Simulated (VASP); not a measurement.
Here is the system:

```
CsPbBr3
1.0
    6.01659     0.00000     0.00000
    0.00000     6.01659     0.00000
    0.00000     0.00000     6.01659
Cs Pb Br
1 1 3
Direct
  0.00000   0.00000   0.00000
  0.50000   0.50000   0.50000
  0.50000   0.00000   0.50000
  0.00000   0.50000   0.50000
  0.50000   0.50000   0.00000
```

The numbers are results of TPSS meta-GGA, VASP's PBE PAW potentials (set 64) (plane waves; VASP 6.6.1), not measurements. Run with 520 eV cut-off, 4×4×4 Γ-centred mesh, tetrahedra with Blöchl corrections, potentials Cs_sv Pb_d Br.

Unless said otherwise, spin-orbit coupling is left out, though it shifts the bands of the heavy elements here.

Task: Estimate the energy per atom (σ→0), band gap (over mesh and band path) with the smallest direct gap where there is one.

Result: 
```
Item                                                    Value
---------------------------------------------  --------------
band gap (over mesh and band path)                    1.93 eV
smallest direct gap (over mesh and band path)         1.93 eV
energy per atom (σ→0)                          -9.694 eV/atom
```

The compound is CsPbBr3 in the cubic perovskite structure, the ideal cubic form; the compound distorts at low or room temperature. It was relaxed first, which changed the volume by +8 %.
